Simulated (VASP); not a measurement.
Here is the system:

```
Ag
1.0
    0.00000     2.08590     2.08590
    2.08590     0.00000     2.08590
    2.08590     2.08590     0.00000
Ag
1
Direct
  0.00000   0.00000   0.00000
```

Method: PBE GGA, VASP's PBE PAW potentials (set 64) (plane waves; VASP). Run with 400 eV cut-off, 1×1×1 Γ-centred mesh, first-order Methfessel-Paxton smearing of 0.10 eV, potentials Ag.

Give the stress tensor in GPa (positive for a compressed cell).

```
-73.94    0.00    0.00
  0.00  -73.94    0.00
  0.00    0.00  -73.94
```
The pressure is its mean diagonal, -73.94 GPa.

The compound is Ag in the fcc structure. The cell was not relaxed at this level. The k-mesh is coarse (spacing up to 2.61 per Å, 2π included), so the numbers may not be converged in it. The run is one of a series of settings (KPOINTS 1×1×1 Γ-centred mesh against the base run), some of them coarse on purpose.
